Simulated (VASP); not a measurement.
```xyz
1
Lattice="0.0000 1.9374 1.9374 1.9374 0.0000 1.9374 1.9374 1.9374 0.0000" Properties=species:S:1:pos:R:3 pbc="T T T"
Pt     0.0000     0.0000     0.0000
```

Method: PBEsol GGA, VASP's PBE PAW potentials (set 64) (plane waves; VASP). Numerical set-up: 500 eV cut-off, 16×16×16 Γ-centred mesh, first-order Methfessel-Paxton smearing of 0.10 eV, potentials Pt.

Energy and stress use the plane-wave basis of the starting cell.

Q: The ions, cell shape and volume at an external pressure of 20.0 GPa are relaxed. Give the cell that the relaxation ends in.

A: 
```xyz
1
Lattice="0.0000 1.9199 1.9199 1.9199 0.0000 1.9199 1.9199 1.9199 0.0000" Properties=species:S:1:pos:R:3 pbc="T T T"
Pt     1.9199     1.9199     0.0000
```
Space group Fm-3m (225), at a tolerance of 0.03 Å.

Q: How do energy and volume change from the first to the last step?

A: The energy (σ→0) changes by +36.0 meV/atom and the volume by -2.7 %, in 4 ionic steps.

The compound is Pt in the fcc structure. This run relaxes it under an external pressure of 20 GPa. Symmetry was kept, so distortions that lower it aren't found.
